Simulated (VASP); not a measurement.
These are r2SCAN meta-GGA, VASP's PBE PAW potentials (set 64) (plane waves; VASP) values and carry that method's errors.

Input for VASP

### POSCAR
```
Tc
1
    1.3663218689    -2.3665392869    -0.0000000000
    1.3663218689     2.3665392869     0.0000000000
    0.0000000000    -0.0000000000     4.3855211597
Tc
2
Direct
  0.3333330000   0.6666670000   0.2500000000
  0.6666670000   0.3333330000   0.7500000000
```

### INCAR
```
ALGO=Normal
EDIFF=1E-8
EDIFFG=-0.001
ENCUT=400
IBRION=1
ISIF=2
ISMEAR=1
LASPH=.TRUE.
LCHARG=.FALSE.
LMAXMIX=4
LMIXTAU=.TRUE.
LREAL=.FALSE.
LWAVE=.FALSE.
METAGGA=R2SCAN
NELM=100
NSW=30
PREC=Accurate
SIGMA=0.1
SYSTEM=Tc
```

### KPOINTS
```
Automatic mesh
0
Gamma
14 14 8
0 0 0
```

POTCAR, in this order: Tc_pv (PBE.64 set). Program: vasp_std.

Question: What does the run give for the energy per atom (σ→0), band gap (on the k-mesh)?

Answer: 
| Quantity | Value |
|---|---|
| energy per atom (σ→0) | -2505.3 kJ/mol of atoms |
| band gap (on the k-mesh) | none (metal, semimetal or under 0.01 eV) |

File OSZICAR:
```
...
DAV:  21    -0.519308704606E+02   -0.34762E-05   -0.27640E-08  3662   0.150E-03    0.165E-04
DAV:  22    -0.519308691208E+02    0.13398E-05   -0.63777E-10  2049   0.263E-04    0.164E-04
DAV:  23    -0.519308691410E+02   -0.20238E-07   -0.60097E-10  2046   0.266E-04    0.444E-05
DAV:  24    -0.519308690603E+02    0.80743E-07   -0.11075E-10  2046   0.870E-05    0.170E-05
DAV:  25    -0.519308690727E+02   -0.12411E-07   -0.21049E-11  2046   0.388E-05    0.135E-05
DAV:  26    -0.519308690619E+02    0.10817E-07   -0.53751E-12  2046   0.143E-05    0.135E-05
DAV:  27    -0.519308690617E+02    0.22055E-09   -0.20641E-12  2046   0.712E-06
   1 F= -.51930869E+02 E0= -.51930466E+02  d E =-.519309E+02
```

The compound is Tc in the hcp structure. It was relaxed first. The start is the result of an earlier pass.
